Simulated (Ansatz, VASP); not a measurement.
## Two plane-wave programs on BeC3N3

```xyz
7
Lattice="3.6292 0.0000 0.0000 0.0000 3.6292 0.0000 0.0000 0.0000 3.6292" Properties=species:S:1:pos:R:3 pbc="T T T"
Be    0.0000    0.0000    0.0000
C     1.8146    0.0000    0.0000
C     0.0000    1.8146    0.0000
C     0.0000    0.0000    1.8146
N     1.8146    0.0000    1.8146
N     1.8146    1.8146    0.0000
N     0.0000    1.8146    1.8146
```

Change from the starting cell: species swapped into the Ca3AsCl3 type (Pm-3m, No. 221).

Alike in both runs: functional PBE; k mesh 10 × 10 × 10; occupations gaussian, width 0.1 eV; no spin polarisation.

Ansatz relaxed the structure, and its values are those at the end. VASP's run is a single point on that final structure, the one shown.

|  | VASP | Ansatz |
| --- | --- | --- |
| version | VASP 6.6.1 | Ansatz 0.2.0 |
| potentials or method | VASP PAW PBE potentials, release 64 (Be, C, N) | scalar-relativistic, plane waves, PAW |
| plane-wave cutoff (eV) | 520 | 420 |
| valence electrons in the cell | 29 | 29 |

```csv
,VASP,Ansatz,Ansatz less VASP
gap on the k mesh at the Fermi level (eV),none,none,-
pressure (GPa),0.1,0.0,-0.05
```

A gap of «none» marks a metal or a gap that the smearing closes.
